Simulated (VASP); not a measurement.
A convergence study with VASP on NbN (rock salt): one setting is varied, all else stays as given below, so the limit is that of these other settings.

```
NbN
1.0
    0.00000     2.19500     2.19500
    2.19500     0.00000     2.19500
    2.19500     2.19500     0.00000
Nb N
1 1
Direct
  0.00000   0.00000   0.00000
  0.50000   0.50000   0.50000
```

All values below come from PBE GGA, VASP's PBE PAW potentials (set 64) (plane waves; VASP). The tightest run used: 700 eV cut-off, 24×24×24 Γ-centred mesh, tetrahedra with Blöchl corrections, potentials Nb_sv N.

The reference is 24×24×24 mesh, which took about 2 core-minutes. The timings are rough (shared machines, no repeats); factors under 2 mean little.

Problem. Of the settings 4×4×4 mesh; 5×5×5 mesh; 6×6×6 mesh; 7×7×7 mesh; 8×8×8 mesh; 9×9×9 mesh; 11×11×11 mesh; 12×12×12 mesh; 13×13×13 mesh; 14×14×14 mesh; 15×15×15 mesh; 16×16×16 mesh; 17×17×17 mesh; 18×18×18 mesh; 19×19×19 mesh; 20×20×20 mesh; 21×21×21 mesh; 22×22×22 mesh; 23×23×23 mesh; 24×24×24 mesh, which is the lowest that keeps the difference from the reference in E (eV/atom) within 0.01 from there on, and what does it cost?

Solution. 7×7×7 mesh; its cost over the reference is about 1/10.
```
setting        difference in E (eV/atom)  cost over the reference
-------------  -------------------------  -----------------------
4×4×4 mesh                        0.0226               about 1/20
5×5×5 mesh                        0.0247               about 1/20
6×6×6 mesh                        0.0201               about 1/20
7×7×7 mesh                        0.0082               about 1/10
8×8×8 mesh                        0.0045               about 1/10
9×9×9 mesh                        0.0048               about 1/10
11×11×11 mesh                     0.0011                about 1/7
12×12×12 mesh                     0.0019                about 1/5
13×13×13 mesh                     0.0022                about 1/4
14×14×14 mesh                     0.0016                about 1/4
15×15×15 mesh                     0.0015                about 1/3
16×16×16 mesh                     0.0001                about 1/3
17×17×17 mesh                     0.0006                about 1/2
18×18×18 mesh                     0.0001                about 1/2
19×19×19 mesh                     0.0006     within a factor of 2
20×20×20 mesh                     0.0004     within a factor of 2
21×21×21 mesh                     0.0008     within a factor of 2
22×22×22 mesh                     0.0004     within a factor of 2
23×23×23 mesh                     0.0004     within a factor of 2
24×24×24 mesh                     0.0000                reference
```

Left out are rungs that failed or repeat a setting and relaxations that didn't move; long series are thinned to 24 rows.

The compound is NbN in the rock salt structure, the cubic δ form, which competes with hexagonal ones. The cell was not relaxed at this level.
